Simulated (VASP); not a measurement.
OSZICAR of a VASP run on Si (diamond):

File OSZICAR:
```
       N       E                     dE             d eps       ncg     rms          rms(c)
DAV:   1     0.423426343202E+01    0.42343E+01   -0.28882E+03   464   0.629E+02
DAV:   2    -0.107781684470E+02   -0.15012E+02   -0.14065E+02   688   0.736E+01
DAV:   3    -0.109767355796E+02   -0.19857E+00   -0.19857E+00   640   0.106E+01
DAV:   4    -0.109775940206E+02   -0.85844E-03   -0.85844E-03   712   0.739E-01
DAV:   5    -0.109775945692E+02   -0.54856E-06   -0.54853E-06   640   0.187E-02    0.451E+00
DAV:   6    -0.108988499452E+02    0.78745E-01   -0.27457E-02   568   0.882E-01    0.229E+00
DAV:   7    -0.108591963858E+02    0.39654E-01   -0.13715E-02   648   0.651E-01    0.129E+00
DAV:   8    -0.108405698501E+02    0.18627E-01   -0.66934E-03   576   0.469E-01    0.800E-01
DAV:   9    -0.108323072252E+02    0.82626E-02   -0.34271E-03   600   0.341E-01    0.537E-01
DAV:  10    -0.108289727501E+02    0.33345E-02   -0.18482E-03   568   0.258E-01    0.379E-01
DAV:  11    -0.108278932570E+02    0.10795E-02   -0.10691E-03   616   0.203E-01    0.277E-01
DAV:  12    -0.108277786839E+02    0.11457E-03   -0.65177E-04   568   0.165E-01    0.209E-01
DAV:  13    -0.108280233083E+02   -0.24462E-03   -0.41528E-04   584   0.135E-01    0.160E-01
DAV:  14    -0.108283549160E+02   -0.33161E-03   -0.26684E-04   520   0.110E-01    0.124E-01
DAV:  15    -0.108286630075E+02   -0.30809E-03   -0.17672E-04   560   0.905E-02    0.978E-02
DAV:  16    -0.108289124956E+02   -0.24949E-03   -0.11685E-04   544   0.748E-02    0.772E-02
DAV:  17    -0.108291004538E+02   -0.18796E-03   -0.77938E-05   544   0.616E-02    0.612E-02
DAV:  18    -0.108292359234E+02   -0.13547E-03   -0.51637E-05   528   0.507E-02    0.486E-02
DAV:  19    -0.108293306765E+02   -0.94753E-04   -0.34267E-05   560   0.414E-02    0.387E-02
DAV:  20    -0.108293955238E+02   -0.64847E-04   -0.22483E-05   528   0.339E-02    0.307E-02
DAV:  21    -0.108294391936E+02   -0.43670E-04   -0.14802E-05   544   0.275E-02    0.245E-02
DAV:  22    -0.108294682400E+02   -0.29046E-04   -0.96290E-06   536   0.223E-02    0.195E-02
DAV:  23    -0.108294873672E+02   -0.19127E-04   -0.62749E-06   552   0.180E-02    0.155E-02
DAV:  24    -0.108294998633E+02   -0.12496E-04   -0.40549E-06   536   0.145E-02    0.124E-02
DAV:  25    -0.108295079727E+02   -0.81094E-05   -0.26253E-06   552   0.117E-02    0.986E-03
DAV:  26    -0.108295132058E+02   -0.52331E-05   -0.16844E-06   504   0.941E-03    0.785E-03
DAV:  27    -0.108295165652E+02   -0.33595E-05   -0.10858E-06   496   0.753E-03    0.626E-03
DAV:  28    -0.108295187118E+02   -0.21465E-05   -0.68872E-07   400   0.604E-03    0.498E-03
DAV:  29    -0.108295200761E+02   -0.13644E-05   -0.45199E-07   320   0.492E-03    0.396E-03
DAV:  30    -0.108295209401E+02   -0.86396E-06   -0.29595E-07   280   0.406E-03
   1 F= -.10829521E+02 E0= -.10829521E+02  d E =-.324251E-16
```

Task: Which electronic solver shows in the log?

Result: It is blocked Davidson (ALGO = Normal, or the opening steps of other solvers). The INCAR had ALGO = Normal.

Task: Can the final energy be trusted as converged?

Result: The calculation finished and met its thresholds. It stopped with EDIFF = 1E-6, NELM = 100 (PBE GGA, plane waves, VASP's PBE PAW potentials (set 64)).

The compound is Si in the diamond structure. The cell was not relaxed at this level. The run is one of a series of settings (AMIX = 0.6, BMIX = 3.0, IMIX = 1 against the base run), some of them coarse on purpose.
